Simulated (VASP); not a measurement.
All values below come from modified Becke-Johnson potential (mBJ), VASP's PBE PAW potentials (set 64) (plane waves; VASP).

VASP input:

INCAR:
```
ALGO  =  Normal
EDIFF  =  1E-6
ENCUT  =  520
ISIF  =  0
ISMEAR  =  0
LASPH  =  .TRUE.
LCHARG  =  .FALSE.
LMAXMIX  =  4
LMIXTAU  =  .TRUE.
LREAL  =  .FALSE.
LWAVE  =  .FALSE.
METAGGA  =  MBJ
NELM  =  200
PREC  =  Accurate
SIGMA  =  0.05
SYSTEM  =  SrCl2
```

KPOINTS:
```
Automatic mesh
0
Gamma
4 4 4
0 0 0
```

File POSCAR:
```
SrCl2
1
    0.0000000000     3.5201566424     3.5201566424
    3.5201566424     0.0000000000     3.5201566424
    3.5201566424     3.5201566424     0.0000000000
Sr Cl
1 2
Direct
  0.0000000000   0.0000000000   0.0000000000
  0.2500000000   0.2500000000   0.2500000000
  0.7500000000   0.7500000000   0.7500000000
```

### KPOINTS_OPT
```
k-points along high-symmetry lines
11
Line-mode
Reciprocal
  0.000000   0.000000   0.000000 ! GAMMA
  0.500000   0.000000   0.500000 ! X

  0.500000   0.000000   0.500000 ! X
  0.625000   0.250000   0.625000 ! U

  0.375000   0.375000   0.750000 ! K
  0.000000   0.000000   0.000000 ! GAMMA

  0.000000   0.000000   0.000000 ! GAMMA
  0.500000   0.500000   0.500000 ! L

  0.500000   0.500000   0.500000 ! L
  0.500000   0.250000   0.750000 ! W

  0.500000   0.250000   0.750000 ! W
  0.500000   0.000000   0.500000 ! X
```

POTCAR, in this order: Sr_sv Cl (PBE.64 set). Program: vasp_std. Read from the step before: WAVECAR.

The run wrote:

**OSZICAR**
```
...
DAV: 121     0.243081744032E+03   -0.93597E+01   -0.38649E+01   256   0.101E+02    0.171E+02
DAV: 122     0.220342932241E+03   -0.22739E+02   -0.79388E+01   336   0.184E+02    0.115E+02
DAV: 123     0.253810142739E+03    0.33467E+02   -0.99279E+01   320   0.173E+02    0.627E+01
DAV: 124     0.258479681100E+03    0.46695E+01   -0.33599E+01   272   0.843E+01    0.631E+00
DAV: 125     0.258121726895E+03   -0.35795E+00   -0.53268E+00   360   0.439E+01    0.401E+01
DAV: 126     0.257877261901E+03   -0.24446E+00   -0.67799E+00   256   0.175E+02    0.366E+01
DAV: 127     0.257313112998E+03   -0.56415E+00   -0.50726E+00   304   0.317E+01    0.947E+00
DAV: 128     0.256262523584E+03   -0.10506E+01   -0.44545E+00   344   0.404E+01    0.528E+01
DAV: 129     0.255931190861E+03   -0.33133E+00   -0.33012E+00   344   0.486E+01    0.864E+01
DAV: 130     0.256676472383E+03    0.74528E+00   -0.17340E+01   256   0.139E+02    0.838E+01
DAV: 131     0.256354535809E+03   -0.32194E+00   -0.25177E+00   280   0.269E+01    0.857E+01
DAV: 132     0.256681141227E+03    0.32661E+00   -0.76745E+00   256   0.647E+01    0.532E+01
DAV: 133     0.253426413245E+03   -0.32547E+01   -0.13018E+01   256   0.538E+01    0.141E+02
DAV: 134     0.249001861859E+03   -0.44246E+01   -0.10156E+01   272   0.508E+01    0.191E+02
DAV: 135     0.254547197744E+03    0.55453E+01   -0.12368E+01   288   0.584E+01    0.942E+01
DAV: 136     0.233872367431E+03   -0.20675E+02   -0.12123E+02   256   0.185E+02    0.217E+02
DAV: 137     0.260041894287E+03    0.26170E+02   -0.13235E+02   320   0.195E+02    0.481E+01
DAV: 138     0.258937524968E+03   -0.11044E+01   -0.22601E+01   320   0.120E+02    0.130E+02
DAV: 139     0.248290172946E+03   -0.10647E+02   -0.45066E+01   320   0.122E+02    0.226E+02
DAV: 140     0.258173346390E+03    0.98832E+01   -0.57744E+01   320   0.978E+01    0.135E+01
DAV: 141     0.251045352295E+03   -0.71280E+01   -0.55379E+01   256   0.101E+02    0.218E+02
DAV: 142     0.257502940803E+03    0.64576E+01   -0.21451E+01   352   0.716E+01    0.899E+01
DAV: 143     0.254860982550E+03   -0.26420E+01   -0.15291E+01   312   0.618E+01    0.186E+02
DAV: 144    -0.146655842367E+03   -0.40152E+03   -0.30797E+03   328   0.138E+03    0.297E+02
DAV: 145     0.270689662449E+03    0.41735E+03   -0.15239E+03   464   0.422E+02    0.595E+01
DAV: 146     0.258061710659E+03   -0.12628E+02   -0.13550E+02   360   0.949E+01    0.229E+01
DAV: 147     0.256389916494E+03   -0.16718E+01   -0.14996E+01   280   0.422E+01    0.652E+01
DAV: 148     0.256569506246E+03    0.17959E+00   -0.34865E+00   304   0.246E+01    0.911E+01
DAV: 149     0.256442511475E+03   -0.12699E+00   -0.10252E+01   272   0.606E+01    0.128E+02
DAV: 150     0.258460348051E+03    0.20178E+01   -0.60722E+00   256   0.376E+01    0.112E+02
DAV: 151     0.259240975843E+03    0.78063E+00   -0.22030E+00   384   0.355E+01    0.909E+01
DAV: 152     0.259903382533E+03    0.66241E+00   -0.30335E+00   312   0.372E+01    0.881E+01
DAV: 153     0.259282749772E+03   -0.62063E+00   -0.22778E+00   256   0.301E+01    0.946E+01
DAV: 154     0.259672286702E+03    0.38954E+00   -0.23891E+01   256   0.224E+02    0.960E+01
DAV: 155     0.259397904908E+03   -0.27438E+00   -0.58965E+00   384   0.592E+01    0.967E+01
DAV: 156     0.259644737154E+03    0.24683E+00   -0.62957E+00   256   0.693E+01    0.955E+01
DAV: 157     0.259544561921E+03   -0.10018E+00   -0.26414E+00   384   0.371E+01    0.978E+01
DAV: 158     0.259259077303E+03   -0.28548E+00   -0.21285E+00   352   0.310E+01    0.958E+01
DAV: 159     0.259503407167E+03    0.24433E+00   -0.12019E+01   256   0.267E+02    0.952E+01
DAV: 160     0.258747993244E+03   -0.75541E+00   -0.35909E+00   256   0.299E+01    0.954E+01
DAV: 161     0.259495753085E+03    0.74776E+00   -0.32968E+00   256   0.364E+01    0.105E+02
DAV: 162     0.259125456575E+03   -0.37030E+00   -0.19963E+00   256   0.269E+01    0.119E+02
DAV: 163     0.259888104437E+03    0.76265E+00   -0.12936E+00   320   0.209E+01    0.112E+02
DAV: 164     0.260552081362E+03    0.66398E+00   -0.48057E+00   296   0.648E+01    0.113E+02
DAV: 165     0.260729995707E+03    0.17791E+00   -0.22839E+00   272   0.298E+01    0.112E+02
DAV: 166     0.261007794700E+03    0.27780E+00   -0.22534E+00   256   0.315E+01    0.111E+02
DAV: 167     0.261862772160E+03    0.85498E+00   -0.10061E+01   256   0.863E+01    0.984E+01
DAV: 168     0.262824370064E+03    0.96160E+00   -0.13648E+01   256   0.111E+02    0.844E+01
DAV: 169     0.262316322599E+03   -0.50805E+00   -0.71612E+00   304   0.484E+01    0.619E+01
DAV: 170     0.262526917680E+03    0.21060E+00   -0.79266E+00   312   0.757E+01    0.602E+01
DAV: 171     0.261903623910E+03   -0.62329E+00   -0.57340E+00   320   0.444E+01    0.352E+01
DAV: 172     0.258405839990E+03   -0.34978E+01   -0.11237E+01   360   0.466E+01    0.279E+01
DAV: 173     0.257613071406E+03   -0.79277E+00   -0.27738E+00   256   0.270E+01    0.302E+01
DAV: 174     0.257098356032E+03   -0.51472E+00   -0.15487E+00   376   0.217E+01    0.361E+01
DAV: 175     0.256668102087E+03   -0.43025E+00   -0.23730E+00   256   0.329E+01    0.359E+01
DAV: 176     0.256339803969E+03   -0.32830E+00   -0.10062E+00   256   0.162E+01    0.344E+01
DAV: 177     0.254757882445E+03   -0.15819E+01   -0.24062E+01   256   0.296E+02    0.349E+01
DAV: 178     0.253574386842E+03   -0.11835E+01   -0.49922E+00   360   0.285E+01    0.383E+01
DAV: 179     0.253664454991E+03    0.90068E-01   -0.99361E-01   256   0.228E+01    0.381E+01
DAV: 180     0.253629043741E+03   -0.35411E-01   -0.30278E+00   256   0.225E+01    0.334E+01
DAV: 181     0.253981851062E+03    0.35281E+00   -0.22237E+00   256   0.197E+01    0.244E+01
DAV: 182     0.253809280778E+03   -0.17257E+00   -0.69232E-01   256   0.117E+01    0.178E+01
DAV: 183     0.194591022744E+03   -0.59218E+02   -0.56410E+02   264   0.425E+02    0.125E+02
DAV: 184     0.238998599414E+03    0.44408E+02   -0.23815E+02   280   0.190E+02    0.167E+02
DAV: 185     0.247374162124E+03    0.83756E+01   -0.59962E+01   264   0.990E+01    0.802E+01
DAV: 186     0.243266000954E+03   -0.41082E+01   -0.21306E+01   376   0.681E+01    0.157E+02
DAV: 187     0.243028734586E+03   -0.23727E+00   -0.15464E+01   256   0.590E+01    0.124E+02
DAV: 188     0.246381085566E+03    0.33524E+01   -0.19181E+01   256   0.557E+01    0.647E+01
DAV: 189     0.807257116799E+02   -0.16566E+03   -0.12772E+03   304   0.633E+02    0.134E+02
DAV: 190     0.244476390533E+03    0.16375E+03   -0.60804E+02   352   0.274E+02    0.528E+01
DAV: 191     0.242305349643E+03   -0.21710E+01   -0.40201E+01   328   0.659E+01    0.696E+01
DAV: 192     0.223394681679E+03   -0.18911E+02   -0.10201E+02   296   0.150E+02    0.244E+02
DAV: 193     0.238528654289E+03    0.15134E+02   -0.49861E+01   408   0.836E+01    0.128E+02
DAV: 194     0.237791231251E+03   -0.73742E+00   -0.39803E+00   440   0.313E+01    0.150E+02
DAV: 195     0.233929682137E+03   -0.38615E+01   -0.49238E+00   384   0.288E+01    0.195E+02
DAV: 196     0.235900195440E+03    0.19705E+01   -0.41918E+00   400   0.309E+01    0.160E+02
DAV: 197     0.227050137363E+03   -0.88501E+01   -0.13894E+01   352   0.638E+01    0.204E+02
DAV: 198     0.228933186108E+03    0.18830E+01   -0.28505E+00   352   0.217E+01    0.179E+02
DAV: 199     0.228421125988E+03   -0.51206E+00   -0.93484E-01   376   0.195E+01    0.175E+02
DAV: 200     0.228529314392E+03    0.10819E+00   -0.16539E+00   328   0.449E+01
   1 F= 0.22852931E+03 E0= 0.22852931E+03  d E =-.643290E-14
       N       E                     dE             ncg
       N       E                     dE             ncg
       N       E                     dE             ncg
       N       E                     dE             ncg
       N       E                     dE             ncg
       N       E                     dE             ncg
       N       E                     dE             ncg
       N       E                     dE             ncg
       N       E                     dE             ncg
```

File OUTCAR:
```
------------------------ aborting loop EDIFF was not reached (unconverged)  ----------------------------
  volume of cell :       87.24
      direct lattice vectors                 reciprocal lattice vectors
     0.000000000  3.520156642  3.520156642    -0.142039134  0.142039134  0.142039134
     3.520156642  0.000000000  3.520156642     0.142039134 -0.142039134  0.142039134
     3.520156642  3.520156642  0.000000000     0.142039134  0.142039134 -0.142039134
 POSITION                                       TOTAL-FORCE (eV/Angst)
 -----------------------------------------------------------------------------------
      0.00000      0.00000      0.00000        -0.000000      0.000000     -0.000000
      1.76008      1.76008      1.76008         0.000000      0.000000      0.000000
      5.28023      5.28023      5.28023        -0.000000     -0.000000     -0.000000
 -----------------------------------------------------------------------------------
    total drift:                               -0.000000     -0.000000      0.000000
  FREE ENERGIE OF THE ION-ELECTRON SYSTEM (eV)
  ---------------------------------------------------
  free  energy   TOTEN  =       228.5293143922 eV

  energy  without entropy=      228.5293143922  energy(sigma->0) =      228.52931439

     CMBJ =    1.0000

     CMBJA=   -0.0120

     CMBJB=    1.0230

     CMBJE=    0.5000

    CMBJ =    2.0000
```
(Selected blocks of OUTCAR.)

stdout:
```
...
DAV: 200     0.228529314392E+03    0.10819E+00   -0.16539E+00   328   0.449E+01

 -----------------------------------------------------------------------------
|                                                                             |
|           W    W    AA    RRRRR   N    N  II  N    N   GGGG   !!!           |
|           W    W   A  A   R    R  NN   N  II  NN   N  G    G  !!!           |
|           W    W  A    A  R    R  N N  N  II  N N  N  G       !!!           |
|           W WW W  AAAAAA  RRRRR   N  N N  II  N  N N  G  GGG   !            |
|           WW  WW  A    A  R   R   N   NN  II  N   NN  G    G                |
|           W    W  A    A  R    R  N    N  II  N    N   GGGG   !!!           |
|                                                                             |
|     The electronic self-consistency was not achieved in the given           |
|     number of steps (NELM). The forces and other quantities evaluated       |
|     might not be reliable so examine the results carefully. If you find     |
|     spurious results, we suggest increasing NELM, if you were close to      |
|     convergence or switching to a different ALGO or adjusting the           |
|     density mixing parameters otherwise.                                    |
|                                                                             |
 -----------------------------------------------------------------------------

   1 F= 0.22852931E+03 E0= 0.22852931E+03  d E =-.643290E-14
 Start KPOINTS_OPT (optional k-point list driver)
k-point batch [1-8\66]
       N       E                     dE             ncg
k-point batch [9-16\66]
       N       E                     dE             ncg
k-point batch [17-24\66]
       N       E                     dE             ncg
k-point batch [25-32\66]
       N       E                     dE             ncg
k-point batch [33-40\66]
       N       E                     dE             ncg
k-point batch [41-48\66]
       N       E                     dE             ncg
k-point batch [49-56\66]
       N       E                     dE             ncg
k-point batch [57-64\66]
       N       E                     dE             ncg
k-point batch [65-66\66]
       N       E                     dE             ncg
```

Convergence was not reached.

mBJ is a potential without an energy functional, so only the levels count.

The compound is SrCl2 in the fluorite structure. It was relaxed first. The cell's shape comes from a PBE relaxation.
